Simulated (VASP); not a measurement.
Wanted: the native input for a VASP 6.6.1 run.

| Property | Result |
| --- | --- |
| Task | single point |
| Functional | LDA |
| Potentials or basis | VASP PAW LDA potentials, release 64 (Hg, Zr_sv, S) |
| Cutoff | 520 eV |
| k mesh | 4 × 4 × 4 |
| Occupations | gaussian, width 0.05 eV |
| Spin | no spin polarisation |
| Dipole correction | no |
| Further INCAR settings | ALGO = Fast; EDIFF = 1e-06; NBANDS = 29 |

The structure of ZrHgS3 lies in POSCAR:

```
ZrHgS3
1.0
    5.0117375466      0.0000000000      0.0000000000
    0.0000000000      5.0117375466      0.0000000000
    0.0000000000      0.0000000000      5.0117375466
Hg Zr S
1 1 3
Direct
    0.0000000000      0.0000000000      0.0000000000
    0.5000000000      0.5000000000      0.5000000000
    0.5000000000      0.5000000000      0.0000000000
    0.5000000000      0.0000000000      0.5000000000
    0.0000000000      0.5000000000      0.5000000000
```

The cell comes from a database or a generator and needn't be the stable form of this composition.

The input as run:

INCAR

```
ALGO     = Fast           # electronic algorithm
EDIFF    = 1E-6           # SCF threshold, eV
ENCUT    = 520            # plane-wave cutoff, eV
ISIF     = 2              # what is computed and relaxed
ISMEAR   = 0              # smearing method
LASPH    = T              # aspherical terms in the spheres
LCHARG   = F              # write CHGCAR
LREAL    = F              # projectors in reciprocal space
LWAVE    = F              # write WAVECAR
NBANDS   = 29             # bands
NELM     = 100            # most SCF steps
PREC     = Accurate       # precision mode
SIGMA    = 0.05           # smearing width, eV
```

KPOINTS

```
k-points
0
Gamma
  4 4 4
```

Potentials or basis: VASP PAW LDA potentials, release 64 (Hg, Zr_sv, S).

Run with:

```console
$ cat potpaw_LDA.64/Hg/POTCAR potpaw_LDA.64/Zr_sv/POTCAR potpaw_LDA.64/S/POTCAR > POTCAR
$ mpirun -np 1 vasp_std > vasp.out
```

It gave:

```json
{
  "Pressure": "-4.3 GPa",
  "Band gap on the k mesh": "none (metal or under the smearing width)"
}
```

Wall time 28 s on 1 thread of Intel(R) Xeon(R) Platinum 8559C (Emerald Rapids), with other jobs on the host, peak memory 0.21 GiB.
